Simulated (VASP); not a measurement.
Output of a VASP run:

### OSZICAR
```
       N       E                     dE             d eps       ncg     rms          rms(c)
DAV:   1     0.339424570299E+02    0.33942E+02   -0.55956E+03  3050   0.200E+03
DAV:   2    -0.498051908239E+01   -0.38923E+02   -0.37040E+02  3001   0.193E+02
DAV:   3    -0.540628454173E+01   -0.42577E+00   -0.42480E+00  3601   0.292E+01
DAV:   4    -0.540915785458E+01   -0.28733E-02   -0.28730E-02  3612   0.213E+00
DAV:   5    -0.540918852213E+01   -0.30668E-04   -0.30667E-04  3523   0.176E-01    0.843E+00
DAV:   6    -0.473225044020E+01    0.67694E+00   -0.19877E+01  3111   0.105E+02    0.412E+00
DAV:   7    -0.432271633171E+01    0.40953E+00   -0.29622E+00  3166   0.401E+01    0.614E-01
DAV:   8    -0.430900813568E+01    0.13708E-01   -0.56003E-03  3292   0.126E+00    0.290E-01
DAV:   9    -0.430746266556E+01    0.15455E-02   -0.93815E-03  3328   0.205E+00    0.209E-02
DAV:  10    -0.430747171109E+01   -0.90455E-05   -0.22528E-05  3875   0.843E-02    0.931E-03
DAV:  11    -0.430747242834E+01   -0.71724E-06   -0.19776E-06  2275   0.337E-02
   1 F= -.39540346E+01 E0= -.39540507E+01  d E =-.395403E+01
       N       E                     dE             d eps       ncg     rms          rms(c)
DAV:   1    -0.486749240883E+01   -0.56002E+00   -0.10811E+01  3119   0.818E+01    0.637E+00
DAV:   2    -0.448318462765E+01    0.38431E+00   -0.89033E+00  3103   0.702E+01    0.243E+00
DAV:   3    -0.430535841558E+01    0.17783E+00   -0.12433E+00  3077   0.264E+01    0.807E-01
DAV:   4    -0.429188626066E+01    0.13472E-01   -0.10560E-02  3577   0.142E+00    0.785E-02
DAV:   5    -0.429160641171E+01    0.27985E-03   -0.21363E-03  3351   0.110E+00    0.335E-02
DAV:   6    -0.429158871503E+01    0.17697E-04   -0.62014E-05  3583   0.163E-01    0.133E-03
DAV:   7    -0.429158849401E+01    0.22103E-06   -0.19426E-07  1845   0.620E-03
   2 F= -.39551545E+01 E0= -.39551552E+01  d E =-.111988E-02
       N       E                     dE             d eps       ncg     rms          rms(c)
DAV:   1    -0.441865252764E+01   -0.12706E+00   -0.23413E+00  3112   0.409E+01    0.276E+00
DAV:   2    -0.433437313351E+01    0.84279E-01   -0.15504E+00  3111   0.287E+01    0.955E-01
DAV:   3    -0.430615881455E+01    0.28214E-01   -0.22275E-01  3090   0.113E+01    0.411E-01
DAV:   4    -0.430280323998E+01    0.33556E-02   -0.61466E-03  4206   0.118E+00    0.442E-02
DAV:   5    -0.430278452539E+01    0.18715E-04   -0.16834E-04  3236   0.297E-01    0.130E-02
DAV:   6    -0.430278370600E+01    0.81939E-06   -0.49420E-06  2339   0.409E-02
   3 F= -.39586448E+01 E0= -.39586469E+01  d E =-.461018E-02
```

OUTCAR:
```
------------------------ aborting loop because EDIFF is reached ----------------------------------------
  FORCE on cell =-STRESS in cart. coord.  units (eV):
  Direction    XX          YY          ZZ          XY          YZ          ZX
  --------------------------------------------------------------------------------------
  Total        0.3394391      0.3394391      0.3394391      0.0000000      0.0000000     -0.0000000
  in kB       49.3171632     49.3171632     49.3171632      0.0000000      0.0000000     -0.0000000
  external PRESSURE =      -0.6828368 kB  Pullay stress =      50.0000000 kB
  volume of cell :       11.03
      direct lattice vectors                 reciprocal lattice vectors
     0.000000000  1.766640313  1.766640313    -0.283023090  0.283023090  0.283023090
     1.766640313 -0.000000000  1.766640313     0.283023090 -0.283023090  0.283023090
     1.766640313  1.766640313 -0.000000000     0.283023090  0.283023090 -0.283023090
 POSITION                                       TOTAL-FORCE (eV/Angst)
 -----------------------------------------------------------------------------------
      0.00000      0.00000      0.00000         0.000000      0.000000      0.000000
 -----------------------------------------------------------------------------------
    total drift:                                0.000000     -0.000000     -0.000000
  FREE ENERGIE OF THE ION-ELECTRON SYSTEM (eV)
  ---------------------------------------------------
  free  energy   TOTEN  =        -4.3027837060 eV

  energy  without entropy=       -4.3027900620  energy(sigma->0) =       -4.30278582
  enthalpy is  TOTEN    =        -3.9586447583 eV   P V=        0.3441389477

 reached required accuracy - stopping structural energy minimisation
```
(Selected blocks of OUTCAR.)

File POSCAR:
```
Cu
1
    0.0000000000     1.7824111131     1.7824111131
    1.7824111131     0.0000000000     1.7824111131
    1.7824111131     1.7824111131    -0.0000000000
Cu
1
Direct
  0.0000000000   1.0000000000   0.0000000000
```

Write an INCAR and KPOINTS that could have produced this output.

This is not unique; one that fits is the input of the run itself, PBEsol GGA, plane waves, VASP's PBE PAW potentials (set 64).

**INCAR**
```
# general
SYSTEM  = Cu
PREC    = Accurate
ENCUT   = 500   # plane-wave cut-off (eV)
LREAL   = F
LASPH   = T   # aspherical one-centre terms

# electronic loop
EDIFF   = 1E-6   # SCF stop (eV)
NELM    = 100
ALGO    = Normal   # blocked Davidson
LMAXMIX = 4

# smearing
ISMEAR  = 1
SIGMA   = 0.1   # width (eV)

# functional
GGA     = PS

# ions
IBRION  = 2   # conjugate gradients
NSW     = 40   # most ionic steps
ISIF    = 3   # ions, shape and volume
EDIFFG  = -0.02
PSTRESS = 50

# output
LWAVE   = F
LCHARG  = F
```

### KPOINTS
```
Automatic mesh
0
Gamma
17 17 17
0 0 0
```

POTCAR, in this order: Cu (PBE.64 set). Program: vasp_std.

Energy and stress use the plane-wave basis of the starting cell.

The compound is Cu in the fcc structure. This run relaxes it under an external pressure of 5 GPa. Symmetry was kept, so distortions that lower it aren't found.
